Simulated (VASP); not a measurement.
Calculation: LDA (Ceperley-Alder, Perdew-Zunger), VASP's LDA PAW potentials (set 64) (plane waves; VASP).

VASP input:

**KPOINTS**
```
Automatic mesh
0
Gamma
7 7 7
0 0 0
```

### INCAR
```
ALGO  =  Normal
EDIFF  =  1E-6
EDIFFG  =  -0.01
ENCUT  =  520
IBRION  =  2
ISIF  =  3
ISMEAR  =  0
LASPH  =  .TRUE.
LCHARG  =  .FALSE.
LMAXMIX  =  4
LREAL  =  .FALSE.
LWAVE  =  .FALSE.
NELM  =  100
NSW  =  60
PREC  =  Accurate
SIGMA  =  0.05
SYSTEM  =  PbS
```

File POSCAR:
```
PbS
1.0
  0.0000000000   2.9224228572   2.9224228572
  2.9224228572   0.0000000000   2.9224228572
  2.9224228572   2.9224228572   0.0000000000
Pb S
1 1
Direct
  0.0000000000   0.0000000000   0.0000000000
  0.5000000000   0.5000000000   0.5000000000
```

POTCAR, in this order: Pb_d S (LDA.64 set). Program: vasp_std.

The resulting files:

**OUTCAR**
```
 ion  position               nearest neighbor table
   1  0.000  0.000  0.000-   2 2.92   2 2.92   2 2.92   2 2.92   2 2.92   2 2.92
   2  0.500  0.500  0.500-   1 2.92   1 2.92   1 2.92   1 2.92   1 2.92   1 2.92
  LATTYP: Found a face centered cubic cell.
 ALAT       =     5.8448457144
 Subroutine PRICEL returns:
 Original cell was already a primitive cell.
 Subroutine GETGRP returns: Found 48 space group operations
The static configuration has the point symmetry O_h .
The dynamic configuration has the point symmetry O_h .
 Subroutine INISYM returns: Found 48 space group operations
 Subroutine IBZKPT returns following result:
 Found     20 irreducible k-points:

 Following reciprocal coordinates:
            Coordinates               Weight
  0.000000  0.000000  0.000000      1.000000
  0.142857  0.000000  0.000000      8.000000
  0.285714  0.000000  0.000000      8.000000
  0.428571  0.000000  0.000000      8.000000
  0.142857  0.142857  0.000000      6.000000
  0.285714  0.142857  0.000000     24.000000
  0.428571  0.142857  0.000000     24.000000
 -0.428571  0.142857  0.000000     24.000000
 -0.285714  0.142857  0.000000     24.000000
...
```

### OSZICAR
```
       N       E                     dE             d eps       ncg     rms          rms(c)
DAV:   1     0.157297807746E+03    0.15730E+03   -0.99997E+03   560   0.149E+03
DAV:   2     0.238071831748E+01   -0.15492E+03   -0.15114E+03   584   0.360E+02
DAV:   3    -0.100959946335E+02   -0.12477E+02   -0.12398E+02   758   0.104E+02
DAV:   4    -0.104110483946E+02   -0.31505E+00   -0.31488E+00   618   0.193E+01
DAV:   5    -0.104247344010E+02   -0.13686E-01   -0.13686E-01   784   0.370E+00    0.488E+00
DAV:   6    -0.100132813249E+02    0.41145E+00   -0.12708E+00   832   0.938E+00    0.342E+00
DAV:   7    -0.100062776982E+02    0.70036E-02   -0.11551E-01   584   0.202E+00    0.183E+00
DAV:   8    -0.100030338222E+02    0.32439E-02   -0.11258E-02   674   0.126E+00    0.144E-01
DAV:   9    -0.100027098311E+02    0.32399E-03   -0.21564E-03   842   0.444E-01    0.712E-02
DAV:  10    -0.100027311184E+02   -0.21287E-04   -0.13406E-04   602   0.883E-02    0.392E-02
DAV:  11    -0.100027274283E+02    0.36900E-05   -0.19279E-05   718   0.563E-02    0.115E-02
DAV:  12    -0.100027273749E+02    0.53449E-07   -0.68046E-07   334   0.132E-02
   1 F= -.10002727E+02 E0= -.10002727E+02  d E =-.100027E+02
```

### OUTCAR
```
------------------------ aborting loop because EDIFF is reached ----------------------------------------
  FORCE on cell =-STRESS in cart. coord.  units (eV):
  Direction    XX          YY          ZZ          XY          YZ          ZX
  --------------------------------------------------------------------------------------
  Total       -0.0063471     -0.0063471     -0.0063471      0.0000000      0.0000000      0.0000000
  in kB       -0.2037170     -0.2037170     -0.2037170      0.0000000      0.0000000      0.0000000
  external PRESSURE =      -0.2037170 kB  Pullay stress =       0.0000000 kB
  volume of cell :       49.92
      direct lattice vectors                 reciprocal lattice vectors
     0.000000000  2.922422857  2.922422857    -0.171090915  0.171090915  0.171090915
     2.922422857  0.000000000  2.922422857     0.171090915 -0.171090915  0.171090915
     2.922422857  2.922422857  0.000000000     0.171090915  0.171090915 -0.171090915
  FREE ENERGIE OF THE ION-ELECTRON SYSTEM (eV)
  ---------------------------------------------------
  free  energy   TOTEN  =       -10.0027273749 eV

  energy  without entropy=      -10.0027273749  energy(sigma->0) =      -10.00272737

 reached required accuracy - stopping structural energy minimisation
```
(Selected blocks of OUTCAR.)

The compound is PbS in the rock salt structure. It was relaxed first. The start is the result of an earlier pass.
